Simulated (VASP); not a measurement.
Cu (fcc) relaxed at rising pressure, in one space group throughout; other phases were not tried. The pressures are those reached. Level of theory: r2SCAN meta-GGA, VASP's PBE PAW potentials (set 64) (plane waves; VASP 6.6.1).

```tsv
P (GPa)	V (Å³/atom)	k-mesh
-0.21	11.474	17×17×17
4.98	11.164	18×18×18
9.79	10.890	18×18×18
19.81	10.426	18×18×18
29.75	10.054	18×18×18
```

A change of mesh leaves a small step in the series.

### Question
Fit an equation of state and predict the volume at 44.72 GPa.

### Answer
Least squares on the third-order Birch-Murnaghan form, P = (3B0/2)(y⁷ − y⁵)[1 + (3/4)(B′ − 4)(y² − 1)] with y = (V0/V)^(1/3), gives V0 = 11.466 Å³/atom, B0 = 171 GPa and B′ = 4.3, and so 9.590 Å³/atom. The run gave 9.608 Å³/atom, +0.2 % from the fit.

Pressures at which the relaxation failed are left out.

The compound is Cu in the fcc structure.
